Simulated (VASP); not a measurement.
Data:

```
CELL_PARAMETERS angstrom
      1.57666    -2.73085     0.00000
      1.57666     2.73085     0.00000
      0.00000     0.00000    12.35423
ATOMIC_POSITIONS crystal
  W  0.33333 0.66667 0.25000
  W  0.66667 0.33333 0.75000
  S  0.33333 0.66667 0.87770
  S  0.66667 0.33333 0.37770
  S  0.66667 0.33333 0.12230
  S  0.33333 0.66667 0.62230
```

Calculation: vdW-DF-cx, VASP's PBE PAW potentials (set 64) (plane waves; VASP). Settings: 520 eV cut-off, 8×8×2 Γ-centred mesh, Gaussian smearing of 0.050 eV, potentials W_sv S.

Task: What does the run give for the energy per atom (σ→0)?

Result: 
| Quantity | Result |
|---|---|
| energy per atom (σ→0) | -6.123 eV/atom |

The absolute energy has meaning only against runs of the same code, potentials and settings.

The compound is WS2 in the 2H layered structure. It was relaxed first.
